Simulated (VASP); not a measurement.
An input for Ansatz (written as the equivalent of a VASP run, and not itself run):

Ansatz 0.2 input:
```yaml
crystal:
  lattice:
    - [1.2312490, -2.1325860, 0.0000000]
    - [1.2312490, 2.1325860, 0.0000000]
    - [0.0000000, 0.0000000, 3.9947205]
  atoms:
    - { symbol: Co, position: [0.3333330, 0.6666670, 0.2500000], spin: 1.7 }
    - { symbol: Co, position: [0.6666670, 0.3333330, 0.7500000], spin: 1.7 }
kpoints:
  mp_grid: { grid: [15, 15, 8] }
hamiltonian:
  xc: r2scan
  dispersion: rvv10
  pseudopotentials: { kind: paw }
magnetization: { spin_polarized: true }
scf:
  occupations: { method: methfessel_paxton, width: 0.1 }
  max_iter: 100
relax:
  max_steps: 60
  f_tol: 0.01
  cell: {}
output: { forces: true, stress: true, eigenvalues: true }
```

Question: Translate this input to VASP (INCAR, KPOINTS, POSCAR, choice of POTCAR).

Answer: This is not unique; one that fits is 
### POSCAR
```
Co
1
    1.2312489754    -2.1325860052    -0.0000000000
    1.2312489754     2.1325860052    -0.0000000000
   -0.0000000000     0.0000000000     3.9947205004
Co
2
Direct
  0.3333330000   0.6666670000   0.2500000000
  0.6666670000   0.3333330000   0.7500000000
```

**INCAR**
```
SYSTEM = Co
PREC = Accurate; ENCUT = 520; LREAL = .False.
LASPH = .True.
EDIFF = 1E-6; NELM = 100; ALGO = Normal
LMAXMIX = 4; LMIXTAU = .True.
ISMEAR = 1; SIGMA = 0.1
METAGGA = R2SCAN; LUSE_VDW = .True.; BPARAM = 11.95
CPARAM = 0.0093
MAGMOM = 1.7 1.7
ISPIN = 2
IBRION = 2; NSW = 60; ISIF = 3
EDIFFG = -0.01
LWAVE = .False.; LCHARG = .False.; LORBIT = 10
```

File KPOINTS:
```
K-points
0
gamma
 15 15 8
0 0 0
```

POTCAR, in this order: Co (PBE.64 set). Program: vasp_std.

What does not carry over: each code has its own PAW files, so the cut-off isn't converted (ENCUT is set for VASP's; basis.ecutwfc is left out, and Ansatz then takes the one that its files recommend); Ansatz stops its SCF on the density residual and VASP on the energy change (EDIFF).

The compound is Co in the hcp structure. This run relaxes it. Symmetry was kept, so distortions that lower it aren't found. The start is the result of an earlier pass.
